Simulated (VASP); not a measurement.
Given:

```
NiSb
1.0
    1.96500    -3.40348     0.00000
    1.96500     3.40348     0.00000
    0.00000     0.00000     5.13000
Ni Sb
2 2
Direct
  0.00000   0.00000   0.50000
  0.00000   0.00000   0.00000
  0.33333   0.66667   0.25000
  0.66667   0.33333   0.75000
```

Level of theory: PBE GGA, VASP's PBE PAW potentials (set 64) (plane waves; VASP). Settings: 300 eV cut-off, 8×8×6 Γ-centred mesh, first-order Methfessel-Paxton smearing of 0.10 eV, potentials Ni Sb.

At this cut-off the stress carries a Pulay error, which pulls relaxed volumes low.

Question: Give the stress tensor in GPa (positive for a compressed cell).

Answer: 
```
3.71  0.00  0.00
0.00  3.71  0.00
0.00  0.00  3.09
```
The pressure is its mean diagonal, 3.50 GPa.

The compound is NiSb in the NiAs type structure. The cell was not relaxed at this level. The run is one of a series of settings (ENCUT = 300 against the base run), some of them coarse on purpose. The run is not spin-polarised, so no magnetic state was tried.
